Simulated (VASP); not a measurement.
Energy against volume of PbTe (rock salt). Computed with rev-vdW-DF2, VASP's PBE PAW potentials (set 64) (plane waves; VASP). Run with 520 eV cut-off, 7×7×7 Γ-centred mesh, Gaussian smearing of 0.050 eV, potentials Te Pb_d.

```
V (Å³/atom)  E (eV/atom)
-----------  -----------
33.517          -1.51466
34.554          -1.51917
35.591          -1.51557
36.627          -1.50510
```

### Question
Fit these four points and predict the energy of the run at 32.481 Å³/atom.

### Answer
A cubic in V^(−2/3), the third-order Birch-Murnaghan form, passes through the four points with V0 = 34.58 Å³/atom and B0 = 41 GPa, and gives -1.5006 eV/atom there. The run gave -1.5006 eV/atom, +0.0 meV/atom from the fit; all five points give B0 = 41 GPa.

The compound is PbTe in the rock salt structure. It was relaxed first.
